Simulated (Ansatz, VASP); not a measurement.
# PtSe2 (Sudovikovite): VASP beside Ansatz, part 2 of 2

Aim: how closely do two programs agree when they are given the same cell, functional and k mesh? The structure shown is the start of the Ansatz relaxation below; VASP solves that cell, so the two are compared at the walk's first step.

VASP 6.6.1 and Ansatz 0.2.0.

So far. Step 3 (VASP: single point, PBE with D3(BJ), start cell, pair 1): The run ends at a pressure of 11.03 GPa, with forces up to 0.23 eV/Å.

### Step 6. VASP: single point, PBE with D3(BJ), start cell, pair 2

Level of this step: PBE with D3(BJ); plane waves and PAW (Se, Pt) (VASP).

The same cell, functional, mesh and smearing now go to VASP, with its own data sets.

Input file INCAR:

```
SYSTEM = PtSe2
PREC = Accurate
ENCUT = 400
EDIFF = 1E-06
NELM = 120
ISMEAR = 1
SIGMA = 0.2
LREAL = .FALSE.
ALGO = Normal
GGA = PE
IVDW = 12
NBANDS = 17
LASPH = .TRUE.
LORBIT = 11
LWAVE = .FALSE.
LCHARG = .FALSE.
ISIF = 2
GGA_COMPAT = .FALSE.
KPAR = 2
```

Input file POSCAR:

```
PtSe2
1.0
    3.7157210000      0.0000000000      0.0000000000
   -1.8578600000      3.2179090000      0.0000000000
    0.0000000000      0.0000000000      4.5678560000
Se Pt
2 1
Direct
    0.3333333333      0.6666666667      0.2759977547
    0.6666666667      0.3333333333      0.7240022453
    0.0000000000      0.0000000000      0.0000000000
```

Input file KPOINTS:

```
Automatic mesh
0
Gamma
15 15 10
0 0 0
```

PAW data sets: Se and Pt (PBE family, release 64).

On the command line:

```
$ mpirun -np 2 vasp_std
```

Numbers of over 12 decimals in the logs are rounded to 6 here.

What it wrote:

```text
[... set-up lines as in an earlier step ...]
 entering main loop
       N       E                     dE             d eps       ncg     rms          rms(c)
DAV:   1     0.910033058869E+02    0.91003E+02   -0.88828E+03  8516   0.924E+02
DAV:   2    -0.110601532749E+02   -0.10206E+03   -0.99150E+02 10198   0.199E+02
DAV:   3    -0.146324253244E+02   -0.35723E+01   -0.35504E+01  9729   0.379E+01
DAV:   4    -0.146544632788E+02   -0.22038E-01   -0.22031E-01 10378   0.327E+00
[...]
DAV:  10    -0.139645477541E+02   -0.12896E-03   -0.93962E-04  9780   0.205E-01    0.451E-02
DAV:  11    -0.139645486227E+02   -0.86863E-06   -0.43425E-05 10190   0.538E-02    0.259E-02
DAV:  12    -0.139645490762E+02   -0.45349E-06   -0.56804E-06  8908   0.185E-02
   1 F= -.15567788E+02 E0= -.15568358E+02  d E =0.171044E-02
```

From OUTCAR (step 6):

```text
 Edisp (eV)   -1.60324

  Total       2.96251     2.96251     2.61411     0.00000     0.00000     0.00000
  in kB      86.90420    86.90421    76.68394     0.00001     0.00000     0.00000
  external pressure =       83.50 kB  Pullay stress =        0.00 kB

 POSITION                                       TOTAL-FORCE (eV/Angst)
 -----------------------------------------------------------------------------------
      0.00000      2.14527      1.26072         0.000000     -0.000000      0.226998
      1.85786      1.07264      3.30714        -0.000000      0.000000     -0.226998
      0.00000      0.00000      0.00000        -0.000000      0.000000      0.000000
 -----------------------------------------------------------------------------------
    total drift:                                0.000000      0.000000      0.000000

  FREE ENERGIE OF THE ION-ELECTRON SYSTEM (eV)
  ---------------------------------------------------
  free  energy   TOTEN  =       -15.5677882262 eV

  energy  without entropy=      -15.5694986626  energy(sigma->0) =      -15.56835837

[... 1 part as in an earlier step ...]

[... 2 further parts left out ...]
[key lines of the parts left out:]
E-fermi :   7.8521
```

The run ends at a pressure of 8.35 GPa, with forces up to 0.23 eV/Å.

### Step 7. Differences

What differs besides the data sets and the points named for the pairs above, as far as they apply: the data sets hold 50 valence electrons in Ansatz (on its PAW soft_1 files) and 22 in VASP. Total energies have different zeros and are not compared.

Forces (eV/Å; atoms numbered as in POSCAR):

| atom | Ansatz x, y, z | VASP x, y, z |
| --- | --- | --- |
| Se1 | 0.000, 0.000, 0.218 | 0.000, 0.000, 0.227 |
| Se2 | 0.000, 0.000, -0.218 | 0.000, 0.000, -0.227 |
| Pt3 | 0.000, 0.000, 0.000 | 0.000, 0.000, 0.000 |

The forces differ by 4.2 meV/Å r.m.s., which is 4.0 % of the r.m.s. force of 0.107 eV/Å (both taken over all components).

### Step 8. Ansatz: relaxation, PBE with D3(BJ)

The two programs are compared at the cell with which this relaxation starts, whose forces are those of its first step. The cell compared in this pair holds 55.80 Å³, against 54.62 Å³ for the pair before.

The structure compared here is the start of the Ansatz relaxation; VASP solves that cell, so the two are compared at the walk's first step.

Input file input.yaml:

```yaml
crystal:
  lattice:
    - [3.7277826183, 0.0, 0.0]
    - [-1.8638913091, 3.2283544473, 0.0]
    - [0.0, 0.0, 4.6370036179]
  atoms:
    - { symbol: Se, position: [0.3333333333, 0.6666666667, 0.27276778] }
    - { symbol: Se, position: [0.6666666667, 0.3333333333, 0.72723222] }
    - { symbol: Pt, position: [0.0, 0.0, 0.0] }
kpoints:
  mp_grid: { grid: [15, 15, 10] }
hamiltonian:
  xc: pbe
  dispersion: d3bj
  pseudopotentials: { kind: paw, azcp: { folder: soft_1 } }
scf:
  occupations: { method: methfessel_paxton, width: 0.2 }
output:
  forces: true
  stress: true
  eigenvalues: true
relax:
  adjacent_minimum: "off"
  f_tol: 0.001
  max_steps: 60
  cell: { stress_tol: 0.01, fix: [volume] }
```

On the command line:

```
$ ansatz run input.yaml --threads 4 --pin off --max-ram 10240MiB --backend cpu --events-out ev --progress --plain --runs-dir out
```

What it wrote:

```text
[...]
Crystal: 3 atoms, lattice volume = 55.805 Å³
Basis set: ecut = 420 eV, 1095 PW (Γ), exchange–correlation on 50×50×64 points (8 copies of the dense FFT grid, shifted against one another)
Bands: 30, of which v1, the nominal top of the filled ones, is band 25 counted from 1 (24 counted from 0)
Symmetry: 12 space group operations
[...]
k-points: 238 of 2250
[...]
cell:  # Å, volume = 55.8045 Å³
    - [3.742454, -2.898119122538182e-11, -2.7040452571167e-19]
    - [-1.871227, 3.241060, -1.0816181028612934e-18]
    - [-3.363572644777678e-19, -1.7477636146591863e-18, 4.600719]
  atoms:
    - { symbol: Se, position: [0.333333, 0.666667, 0.275998] }
    - { symbol: Se, position: [0.666667, 0.333333, 0.724002] }
    - { symbol: Pt, position: [0, 0, -2.4940293616626887e-19] }
[key lines of the parts left out:]
SCF converged after 8 iterations
Free energy (F): -23465.397161 eV
Fermi energy:    14.540025 eV
P = ⅓ Tr σ = 4.8622 GPa (48.622 kbar)
```

### Step 9. VASP: single point, PBE with D3(BJ), start cell, pair 3

The same cell, functional, mesh and smearing now go to VASP, with its own data sets.

INCAR is that of step 6.

Input file POSCAR:

```
PtSe2
1.0
    3.7277830000      0.0000000000      0.0000000000
   -1.8638910000      3.2283540000      0.0000000000
    0.0000000000      0.0000000000      4.6370040000
Se Pt
2 1
Direct
    0.3333333333      0.6666666667      0.2727678260
    0.6666666667      0.3333333333      0.7272321741
    0.0000000000      0.0000000000      0.0000000000
```

KPOINTS is that of step 6.

On the command line:

```
$ mpirun -np 2 vasp_std
```

What it wrote:

```text
[... set-up lines as in an earlier step ...]
 entering main loop
       N       E                     dE             d eps       ncg     rms          rms(c)
DAV:   1     0.911980912905E+02    0.91198E+02   -0.88107E+03  8468   0.920E+02
DAV:   2    -0.111818639196E+02   -0.10238E+03   -0.99657E+02 10279   0.199E+02
DAV:   3    -0.147240036534E+02   -0.35421E+01   -0.35224E+01  9443   0.377E+01
DAV:   4    -0.147464242264E+02   -0.22421E-01   -0.22413E-01 10684   0.330E+00
[...]
DAV:  10    -0.140439415080E+02   -0.13407E-03   -0.10044E-03  9621   0.208E-01    0.434E-02
DAV:  11    -0.140439433109E+02   -0.18029E-05   -0.43179E-05 10466   0.540E-02    0.259E-02
DAV:  12    -0.140439436817E+02   -0.37074E-06   -0.59349E-06  8791   0.188E-02
   1 F= -.15612085E+02 E0= -.15612545E+02  d E =0.138104E-02
```

From OUTCAR (step 9):

```text
 Edisp (eV)   -1.56814

  Total       2.23304     2.23304     1.89087     0.00000     0.00000    -0.00000
  in kB      64.11169    64.11166    54.28788     0.00001     0.00000    -0.00000
  external pressure =       60.84 kB  Pullay stress =        0.00 kB

 POSITION                                       TOTAL-FORCE (eV/Angst)
 -----------------------------------------------------------------------------------
      0.00000      2.15224      1.26483        -0.000000      0.000000      0.223956
      1.86389      1.07612      3.37218         0.000000      0.000000     -0.223956
      0.00000      0.00000      0.00000        -0.000000      0.000000      0.000000
 -----------------------------------------------------------------------------------
    total drift:                               -0.000000      0.000000     -0.000000

  FREE ENERGIE OF THE ION-ELECTRON SYSTEM (eV)
  ---------------------------------------------------
  free  energy   TOTEN  =       -15.6120846633 eV

  energy  without entropy=      -15.6134657012  energy(sigma->0) =      -15.61254501

[... 1 part as in an earlier step ...]

[... 2 further parts left out ...]
[key lines of the parts left out:]
E-fermi :   7.5525
```

The run ends at a pressure of 6.08 GPa, with forces up to 0.22 eV/Å.

### Step 10. Differences

What differs besides the data sets and the points named for the pairs above, as far as they apply: the data sets hold 50 valence electrons in Ansatz (on its PAW soft_1 files) and 22 in VASP. Total energies have different zeros and are not compared.

Forces (eV/Å; atoms numbered as in POSCAR):

| atom | Ansatz x, y, z | VASP x, y, z |
| --- | --- | --- |
| Se1 | 0.000, 0.000, 0.216 | 0.000, 0.000, 0.224 |
| Se2 | 0.000, 0.000, -0.216 | 0.000, 0.000, -0.224 |
| Pt3 | 0.000, 0.000, 0.000 | 0.000, 0.000, 0.000 |

The forces differ by 3.9 meV/Å r.m.s., which is 3.7 % of the r.m.s. force of 0.106 eV/Å (both taken over all components).

### Step 11. Results

```
r.m.s. force difference (single point, PBE with D3(BJ), start cell, pair 1) : 4.4 meV/Å
r.m.s. force difference (single point, PBE with D3(BJ), start cell, pair 2) : 4.2 meV/Å
r.m.s. force difference (single point, PBE with D3(BJ), start cell, pair 3) : 3.9 meV/Å
```

What this shows: The r.m.s. force difference is 4.4 meV/Å (single point, PBE with D3(BJ), start cell, pair 1), within the 12 meV/Å picked in this series as the mark of a large difference. The data sets hold unlike numbers of valence electrons (50 in Ansatz and 22 in VASP), so part of the differences comes from the potentials. 7 further runs of this series are not shown here. How closely two codes agree says nothing of how well the functional describes the real material.

[Lines on the potential files, build, host, timing and source positions are cut from VASP's logs without a mark.]

[Logs are printed without paths, hosts, clocks, repeated set-up lines and the standing remarks that a program may print on its own settings, such as how far it seeks lower states.]

[Hosts, paths, dates, database ids (printed as entryN), source tags and the programs' standing remarks are cut or masked in the printed files.]
